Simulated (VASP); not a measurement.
Computed with LDA (Ceperley-Alder, Perdew-Zunger), VASP's LDA PAW potentials (set 64) (plane waves; VASP).

The input files of a VASP run:

**INCAR**
```
ALGO  =  Normal
EDIFF  =  1E-6
EDIFFG  =  -0.02
ENCUT  =  500
IBRION  =  2
ISIF  =  3
ISMEAR  =  1
LASPH  =  .True.
LCHARG  =  .False.
LMAXMIX  =  6
LREAL  =  .False.
LWAVE  =  .False.
NELM  =  100
NSW  =  40
PREC  =  Accurate
PSTRESS  =  200
SIGMA  =  0.1
SYSTEM  =  Au
```

File KPOINTS:
```
Automatic mesh
0
G
 16 16 16
```

**POSCAR**
```
Au
1
    0.0000000000     1.9716425990     1.9716425990
    1.9716425990     0.0000000000     1.9716425990
    1.9716425990     1.9716425990     0.0000000000
Au
1
Direct
  0.0000000000   0.0000000000   0.0000000000
```

POTCAR, in this order: Au (LDA.64 set). Program: vasp_std.

What VASP printed:

**OSZICAR**
```
       N       E                     dE             d eps       ncg     rms          rms(c)
DAV:   1     0.400887344824E+02    0.40089E+02   -0.57912E+03  2906   0.106E+03
DAV:   2    -0.434603011201E+01   -0.44435E+02   -0.41807E+02  2704   0.199E+02
DAV:   3    -0.468710464975E+01   -0.34107E+00   -0.34093E+00  3163   0.184E+01
DAV:   4    -0.468788051501E+01   -0.77587E-03   -0.77585E-03  2921   0.903E-01
DAV:   5    -0.468788478739E+01   -0.42724E-05   -0.42723E-05  2880   0.627E-02    0.135E+01
DAV:   6    -0.440519432473E+01    0.28269E+00   -0.80676E-01  2665   0.894E+00    0.803E+00
DAV:   7    -0.437379546638E+01    0.31399E-01   -0.11175E-01  2789   0.321E+00    0.303E+00
DAV:   8    -0.436997560962E+01    0.38199E-02   -0.44982E-03  2760   0.809E-01    0.258E-01
DAV:   9    -0.436997772360E+01   -0.21140E-05   -0.10627E-05  2917   0.384E-02    0.130E-02
DAV:  10    -0.436997869146E+01   -0.96786E-06   -0.10382E-06  2683   0.924E-03
   1 F= -.24564544E+01 E0= -.24563844E+01  d E =-.245645E+01
```

OUTCAR:
```
------------------------ aborting loop because EDIFF is reached ----------------------------------------
  FORCE on cell =-STRESS in cart. coord.  units (eV):
  Direction    XX          YY          ZZ          XY          YZ          ZX
  --------------------------------------------------------------------------------------
  Total        1.9069299      1.9069299      1.9069299      0.0000000      0.0000000     -0.0000000
  in kB      199.3107539    199.3107539    199.3107539      0.0000000      0.0000000     -0.0000000
  external PRESSURE =      -0.6892461 kB  Pullay stress =     200.0000000 kB
  volume of cell :       15.33
      direct lattice vectors                 reciprocal lattice vectors
     0.000000000  1.971642599  1.971642599    -0.253595657  0.253595657  0.253595657
     1.971642599  0.000000000  1.971642599     0.253595657 -0.253595657  0.253595657
     1.971642599  1.971642599  0.000000000     0.253595657  0.253595657 -0.253595657
 POSITION                                       TOTAL-FORCE (eV/Angst)
 -----------------------------------------------------------------------------------
      0.00000      0.00000      0.00000         0.000000      0.000000      0.000000
 -----------------------------------------------------------------------------------
    total drift:                                0.000000      0.000000      0.000000
  FREE ENERGIE OF THE ION-ELECTRON SYSTEM (eV)
  ---------------------------------------------------
  free  energy   TOTEN  =        -4.3699786915 eV

  energy  without entropy=       -4.3697688337  energy(sigma->0) =       -4.36990874
  enthalpy is  TOTEN    =        -2.4564543657 eV   P V=        1.9135243257

 reached required accuracy - stopping structural energy minimisation
```
(Selected blocks of OUTCAR.)

### OUTCAR
```
 val. band max:       11.1545483900   @ k =   0.5000   0.2500   0.1250

 cond. band min:      11.2519944827   @ k =   0.5000   0.1875   0.0625


 Fermi energy:        11.2334051002

 k-point     1 :       0.0000    0.0000    0.0000
  band No.  band energies     occupation
      1       0.0962      2.00000
      2       5.8609      2.00000
      3       5.8609      2.00000
      4       5.8609      2.00000
      5       7.7120      2.00000
      6       7.7120      2.00000
      7      25.4588      0.00000
      8      30.0328      0.00000
      9      30.0328      0.00000

 k-point     2 :       0.0625    0.0000    0.0000
  band No.  band energies     occupation
      1       0.2468      2.00000
      2       5.8046      2.00000
      3       5.9166      2.00000
      4       5.9166      2.00000
      5       7.6843      2.00000
      6       7.6843      2.00000
      7      25.6665      0.00000
      8      29.1781      0.00000
      9      30.2419      0.00000

 k-point     3 :       0.1250    0.0000    0.0000
  band No.  band energies     occupation
      1       0.6817      2.00000
      2       5.6691      2.00000
      3       6.0559      2.00000
      4       6.0559      2.00000
      5       7.6343      2.00000
      6       7.6343      2.00000
      7      26.1767      0.00000
      8      27.4567      0.00000
      9      30.8372      0.00000

 k-point     4 :       0.1875    0.0000    0.0000
  band No.  band energies     occupation
      1       1.3362      2.00000
      2       5.5567      2.00000
      3       6.1859      2.00000
      4       6.1859      2.00000
      5       7.6650      2.00000
      6       7.6650      2.00000
      7      25.2851      0.00000
      8      26.8522      0.00000
      9      31.6964      0.00000

 k-point     5 :       0.2500    0.0000    0.0000
  band No.  band energies     occupation
      1       2.0524      2.00000
      2       5.6639      2.00000
      3       6.1934      2.00000
...
```

Unless said otherwise, spin-orbit coupling is left out, though it shifts the bands of the heavy elements here.

The compound is Au in the fcc structure. It was relaxed first under an external pressure of 20 GPa.
